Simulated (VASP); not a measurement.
# SiB2 (P1) in VASP: relaxation of cell and atoms with PBE

Aim: the relaxation of cell and atoms of SiB2 with PBE.

Program: VASP 6.6.1. These are calculated values, not measurements. Logs are shortened: lines on timing, memory, paths and dates and some standing lists are left out, and cuts for length are marked.

### 1 The structure

The typed cell holds 12 atoms: a = 5.673 Å, b = 5.603 Å, c = 5.713 Å, α = 119.29°, β = 118.22°, γ = 49.76°.

The cell was built by a generator and needn't be a form met in nature.

### 2 Relaxation of cell and atoms, PBE

Input file INCAR:

```
SYSTEM = SiB2
PREC = Normal
ENCUT = 520
EDIFF = 1E-5
ISMEAR = 0
SIGMA = 0.15
LREAL = Auto
LASPH = .TRUE.
NELM = 80
ALGO = Fast
ISIF = 3
LWAVE = .FALSE.
LCHARG = .FALSE.
GGA = PE
IBRION = 2
NSW = 110
EDIFFG = -0.03
ISYM = 0
KPAR = 2
```

Input file KPOINTS:

```
Automatic mesh
0
G
  5 5 5
  0 0 0
```

Input file POSCAR:

```
SiB2
1.0
    5.1341346800     -2.4131234300      0.0286824200
    5.0952747800      2.3310701700     -0.0305106000
   -3.0287445600     -0.0355955500      4.8439889200
Si B
4 8
Direct
    0.6334932600      0.1512787300      0.7144661600
    0.3657611700      0.8912169700      0.2838133500
    0.9025890600      0.3634421400      0.3277674700
    0.1697458300      0.5688711600      0.6865308200
    0.1834811400      0.2453033100      0.0201325000
    0.7818635600      0.4281260900      0.8851493700
    0.3712638800      0.8601808800      0.9257451100
    0.7773848800      0.8258042300      0.9586263500
    0.2045151400      0.5640055300      0.0680049900
    0.5936231500      0.1969093300      0.1304114700
    0.0436172400      0.0077909300      0.7009238600
    0.9456267100      0.9500227100      0.3361856600
```

Potentials or basis: VASP PAW PBE potentials, release 64 (Si, B).

Run with:

```console
> cat potpaw_PBE.64/Si/POTCAR potpaw_PBE.64/B/POTCAR > POTCAR
> mpirun -np 2 vasp_std > vasp.out
```

OUTCAR:

```text
SYSTEM = SiB2
   PREC = Normal
   ENCUT = 520
   EDIFF = 1E-5
   ISMEAR = 0
   LREAL = Auto
   LASPH = .TRUE.
   NELM = 80
   ISIF = 3
   GGA = PE
   IBRION = 2
   NSW = 110
   EDIFFG = -0.03
   ISYM = 0

 ion  position               nearest neighbor table
   1  0.633  0.151  0.714-   6 1.87  11 1.94   4 2.11   8 2.33  10 2.37   2 2.51   4 2.66   3 3.04

   2  0.366  0.891  0.284-   7 1.98   9 2.15   3 2.23  12 2.33   5 2.46   1 2.51   3 2.54   4 3.02
                             4 3.06
   3  0.903  0.363  0.328-  10 2.10  12 2.19   4 2.20   2 2.23   6 2.44   5 2.49   2 2.54   1 3.04

   4  0.170  0.569  0.687-  11 2.04   9 2.11   1 2.11   7 2.14   3 2.20   8 2.53   1 2.66   2 3.02
                             2 3.06
   5  0.183  0.245  0.020-   7 1.59   6 1.71   9 1.74  11 1.83  10 1.96   2 2.46   3 2.49
   6  0.782  0.428  0.885-   5 1.71  11 1.84   1 1.87   7 2.00   8 2.04   3 2.44
   7  0.371  0.860  0.926-   5 1.59  11 1.61   2 1.98   6 2.00   8 2.11   4 2.14
   8  0.777  0.826  0.959-  10 1.59   9 1.81  12 1.87   6 2.04   7 2.11   1 2.33   4 2.53
   9  0.205  0.564  0.068-   5 1.74   8 1.81  10 1.83  12 1.99   4 2.11   2 2.15
  10  0.594  0.197  0.130-   8 1.59  12 1.76   9 1.83   5 1.96   3 2.10   1 2.37
  11  0.044  0.008  0.701-   7 1.61  12 1.80   5 1.83   6 1.84   1 1.94   4 2.04
  12  0.946  0.950  0.336-  10 1.76  11 1.80   8 1.87   9 1.99   3 2.19   2 2.33

IMPORTANT INFORMATION: All symmetrisations will be switched off!
NOSYMM: (Re-)initialisation of all symmetry stuff for point group C_1.

----------------------------------------------------------------------------------------

                                     Primitive cell

  volume of cell :     117.5011

  direct lattice vectors                    reciprocal lattice vectors
     5.134134680 -2.413123430  0.028682420     0.096089225 -0.209266472  0.058542818
     5.095274780  2.331070170 -0.030510600     0.099472428  0.212394250  0.063756724
    -3.028744560 -0.035595550  4.843988920     0.000057575  0.002576914  0.206496365

  length of vectors
     5.673035015  5.603270841  5.713036785     0.237598100  0.243045266  0.206512452

  position of ions in fractional coordinates (direct lattice)
     0.633493260  0.151278730  0.714466160
     0.365761170  0.891216970  0.283813350
     0.902589060  0.363442140  0.327767470
     0.169745830  0.568871160  0.686530820
     0.183481140  0.245303310  0.020132500
     0.781863560  0.428126090  0.885149370
     0.371263880  0.860180880  0.925745110
     0.777384880  0.825804230  0.958626350
     0.204515140  0.564005530  0.068004990
     0.593623150  0.196909330  0.130411470
     0.043617240  0.007790930  0.700923860
     0.945626710  0.950022710  0.336185660
[... 113 lines left out ...]
   LHFCALC =     F    Hartree Fock is set to
   AEXX    =    0.0000 exact exchange contribution
   IVDW    =     0    specifies the selected vdW correction
   LEPSILON=     F    determine dielectric tensor
   LRPA    =     F    only Hartree local field effects (RPA)
 conjugate gradient relaxation of ions
 non-spin polarized calculation
 RMM-DIIS sequential band-by-band and
 Gauss-broadening in eV      SIGMA  =   0.15
  energy-cutoff  :      520.00
  volume of cell :      117.50
 maximum number of plane-waves:      3181
   NGX = 21   NGY = 21   NGZ = 21

--------------------------------------- Ionic step        1  -------------------------------------------

 number of electron      40.0000000 magnetization

 Free energy of the ion-electron system (eV)
  ---------------------------------------------------
  ext. energy  EPLUGINS =         0.00000000
  ---------------------------------------------------
  free energy    TOTEN  =       -66.66231734 eV

  energy without entropy =      -66.63648753  energy(sigma->0) =      -66.64940244

------------------------ aborting loop because EDIFF is reached ----------------------------------------

  FORCE on cell =-STRESS in cart. coord.  units (eV):
  Direction    XX          YY          ZZ          XY          YZ          ZX
  --------------------------------------------------------------------------------------
  -------------------------------------------------------------------------------------
  Total        9.0687251     16.1333232      3.2817738     -0.5833900      0.5819390      8.0042352
  in kB      123.6558865    219.9846574     44.7483680     -7.9547688      7.9349833    109.1411180
  external PRESSURE =     129.4629706 kB  Pullay stress =       0.0000000 kB
[... 119 lines left out ...]
  FREE ENERGIE OF THE ION-ELECTRON SYSTEM (eV)
  ---------------------------------------------------
  free  energy   TOTEN  =       -68.8038349053 eV

  energy  without entropy=      -68.7766673775  energy(sigma->0) =      -68.79025114

[... ionic steps 4 to 22 ...]

--------------------------------------- Ionic step       23  -------------------------------------------

 number of electron      40.0000001 magnetization

------------------------ aborting loop because EDIFF is reached ----------------------------------------
[... 87 lines left out ...]
--------------------------------------- Ionic step       25  -------------------------------------------

 number of electron      40.0000001 magnetization

 Free energy of the ion-electron system (eV)
  ---------------------------------------------------
  ext. energy  EPLUGINS =         0.00000000
  ---------------------------------------------------
  free energy    TOTEN  =       -70.03238335 eV

  energy without entropy =      -70.00661514  energy(sigma->0) =      -70.01949924

 E-fermi :   8.3057     XC(G=0): -11.2018

 val. band max:        8.2719463495   @ k =   0.2000  -0.4000   0.4000
 cond. band min:       8.3251299887   @ k =   0.4000   0.4000   0.4000
 fundamental gap:      0.0531836392
 Fermi energy:         8.3057388561

 k-point     1 :       0.0000    0.0000    0.0000
  band No.  band energies     occupation
      1      -7.5745      2.00000
      2      -3.2170      2.00000
      3      -2.5550      2.00000
      4      -2.1277      2.00000
      5      -1.2361      2.00000
      6      -0.9550      2.00000
[... 709 lines left out ...]
     26      11.2559      0.00000
     27      11.4705      0.00000

 [... further k-points ...]

------------------------ aborting loop because EDIFF is reached ----------------------------------------

  FORCE on cell =-STRESS in cart. coord.  units (eV):
  Direction    XX          YY          ZZ          XY          YZ          ZX
  --------------------------------------------------------------------------------------
  -------------------------------------------------------------------------------------
  Total        0.0248301      0.0440136      0.0320775     -0.0297922      0.0146112      0.0332858
  in kB        0.3356944      0.5950495      0.4336767     -0.4027809      0.1975386      0.4500137
  external PRESSURE =       0.4548069 kB  Pullay stress =       0.0000000 kB
[... 27 lines left out ...]
  FREE ENERGIE OF THE ION-ELECTRON SYSTEM (eV)
  ---------------------------------------------------
  free  energy   TOTEN  =       -70.0323833471 eV

  energy  without entropy=      -70.0066151393  energy(sigma->0) =      -70.01949924

 reached required accuracy - stopping structural energy minimisation
```

CONTCAR:

```text
SiB2
   1.00000000000000
     5.0644613683019912   -2.4046765269017314   -0.0076067668278906
     5.0643784859377208    2.4091482356399450   -0.0064456859319370
    -3.0035576276212854   -0.0007018966157106    4.8651547051085915
  Si              B
     4     8
Direct
     0.6148884005582015    0.1244472237937258    0.7245746078214786
     0.3814342881308642    0.8824240559412833    0.2808988308595347
     0.8772839739780632    0.3875463768960679    0.2814632589168220
     0.1202044062697733    0.6204200887549240    0.7259434181814115
     0.2068698877415163    0.2144487511667815    0.0556579409458182
     0.7974959278456191    0.4329716458628520    0.8973302290456825
     0.4258376916594730    0.8050133094578266    0.8978363968693326
     0.7875565555794208    0.7953121271869262    0.9504134167511774
     0.1971059549427788    0.5765514772240594    0.1090601162478917
     0.5690607898811122    0.2045569946169364    0.1084085817003601
     0.0255835597256849    0.0327530697850723    0.6784411947816502
     0.9696435836874823    0.9765068893135423    0.3277291178788487

  0.00000000E+00  0.00000000E+00  0.00000000E+00
  0.00000000E+00  0.00000000E+00  0.00000000E+00
  0.00000000E+00  0.00000000E+00  0.00000000E+00
  0.00000000E+00  0.00000000E+00  0.00000000E+00
  0.00000000E+00  0.00000000E+00  0.00000000E+00
  0.00000000E+00  0.00000000E+00  0.00000000E+00
  0.00000000E+00  0.00000000E+00  0.00000000E+00
  0.00000000E+00  0.00000000E+00  0.00000000E+00
  0.00000000E+00  0.00000000E+00  0.00000000E+00
  0.00000000E+00  0.00000000E+00  0.00000000E+00
  0.00000000E+00  0.00000000E+00  0.00000000E+00
  0.00000000E+00  0.00000000E+00  0.00000000E+00
```

Wall time 4.2 min (2 MPI ranks of Intel Xeon 6975P-C (Granite Rapids), shared host); peak memory 0.25 GiB.

What came out:

```yaml
Free_energy: -70.0324 eV
Relaxed_volume: 9.88 Å³/atom
Relaxed_cell: a = 5.606 Å, b = 5.608 Å, c = 5.718 Å, α = 118.39°, β = 118.40°, γ = 50.84°
Space_group_after_relaxing_to_0.05_Å: C2/m (No. 12)
Energy_gained_by_relaxing: 280.8 meV/atom
Ionic_steps: 25
Pressure_after_relaxing: 0.0 GPa
Largest_force_after_relaxing: 0.023 eV/Å
Band_gap_on_the_k_mesh: none (metal or under the smearing width)
```

Forces in eV/Å, atoms in the order of the input:
```
Si   0.009  0.010 -0.003
Si  -0.015 -0.005  0.009
Si  -0.006  0.010 -0.002
Si   0.013  0.007 -0.010
B    0.014 -0.002  0.002
B   -0.001  0.000  0.003
B    0.001 -0.003 -0.005
B   -0.010 -0.011  0.001
B   -0.008 -0.018 -0.012
B    0.012  0.002  0.011
B   -0.012  0.006  0.004
B    0.001  0.005  0.001
```

The path:
```
step  energy change (eV)  largest force (eV/Å)  pressure (GPa)  volume (Å³)
   1              0.0000                5.1305           12.95       117.50
   2             -1.5935                2.4283          -12.86       131.26
   3             -2.1415                1.9722           -7.19       125.77
   4             -2.8608                1.1226           -0.37       120.14
   5             -2.9013                0.9768            2.26       118.54
   6             -3.1265                0.6741            0.07       119.36
   7             -3.1543                0.6870           -0.76       119.76
   8             -3.2585                0.4506           -0.52       119.18
   9             -3.2824                0.4174           -0.14       118.78
  10             -3.3278                0.2591            0.63       118.32
  11             -3.3283                0.2871            0.74       118.27
  12             -3.3479                0.1776           -0.65       119.06
  13             -3.3484                0.1717           -0.89       119.20
  14             -3.3598                0.1565            0.26       118.44
  15             -3.3599                0.1611            0.37       118.37
  16             -3.3656                0.1083           -0.03       118.51
  17             -3.3658                0.1156           -0.09       118.54
  18             -3.3681                0.0616            0.01       118.45
  19             -3.3681                0.0643            0.02       118.45
  20             -3.3690                0.0362            0.07       118.45
  21             -3.3691                0.0466            0.09       118.45
  22             -3.3697                0.0393           -0.10       118.58
  23             -3.3698                0.0429           -0.17       118.63
  24             -3.3700                0.0304            0.11       118.47
  25             -3.3701                0.0234            0.05       118.51
```

Final structure:
```
Si B
1.0
     5.06446   -2.40468   -0.00761
     5.06438    2.40915   -0.00645
    -3.00356   -0.00070    4.86515
Si B
4 8
Cartesian
  1.5680 -1.1793 3.5197
  5.5570 1.2085 1.3580
  5.5603 -1.1761 1.3602
  1.5704 1.2051 3.5269
  1.9666 0.0191 0.2678
  3.5364 -0.8753 4.3568
  3.5368 0.9148 4.3597
  5.1617 0.0215 4.6128
  3.5905 0.9149 0.5254
  3.5923 -0.8757 0.5218
  -1.7423 0.0169 3.3003
  8.8718 0.0206 1.5808
```
